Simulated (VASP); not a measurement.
Calculation: PBE GGA, VASP's PBE PAW potentials (set 64) (plane waves; VASP).

The input files of a VASP run:

File POSCAR:
```
Ca
1
    0.0000000000     2.7900000000     2.7900000000
    2.7900000000     0.0000000000     2.7900000000
    2.7900000000     2.7900000000     0.0000000000
Ca
1
Direct
  0.0000000000   0.0000000000   0.0000000000
```

File KPOINTS:
```
Automatic mesh
0
Gamma
 8 8 8
```

### INCAR
```
! general
SYSTEM  =  Ca
PREC    =  Accurate
ENCUT   =  300   ! plane-wave cut-off (eV)
LREAL   =  .False.   ! projection in real space or not
LASPH   =  .True.   ! aspherical one-centre terms

! electronic loop
EDIFF   =  1E-6
NELM    =  100   ! most electronic steps
ALGO    =  Normal   ! blocked Davidson

! smearing
ISMEAR  =  0   ! Gaussian
SIGMA   =  0.2

! functional
GGA     =  PE

! ions
ISIF    =  2   ! forces and stress, cell fixed

! output
LWAVE   =  .False.
LCHARG  =  .False.
```

POTCAR, in this order: Ca_sv (PBE.64 set). Program: vasp_std.

At this cut-off the stress carries a Pulay error, which pulls relaxed volumes low.

### Question
Estimate the energy per atom (σ→0), band gap (on the k-mesh).

### Answer

The energy per atom (σ→0) is -1.936 eV/atom and the band gap (on the k-mesh) comes out as none (metal, semimetal or under 0.01 eV).

File OSZICAR:
```
...
DAV:   5    -0.195230495518E+01   -0.16166E-03   -0.16154E-03   863   0.213E-01    0.216E+00
DAV:   6    -0.194791289689E+01    0.43921E-02   -0.12255E-02   657   0.128E+00    0.133E+00
DAV:   7    -0.194878403022E+01   -0.87113E-03   -0.14645E-02   644   0.148E+00    0.984E-02
DAV:   8    -0.194833025106E+01    0.45378E-03   -0.23972E-03   642   0.519E-01    0.184E-02
DAV:   9    -0.194834628739E+01   -0.16036E-04   -0.14247E-04   797   0.754E-02    0.833E-03
DAV:  10    -0.194834732967E+01   -0.10423E-05   -0.12237E-05   724   0.393E-02    0.237E-03
DAV:  11    -0.194834685609E+01    0.47358E-06   -0.70039E-07   500   0.952E-03
   1 F= -.19483469E+01 E0= -.19358376E+01  d E =-.250185E-01
```

The structure is a typed Ca crystal (Fm-3m). The cell was not relaxed at this level.
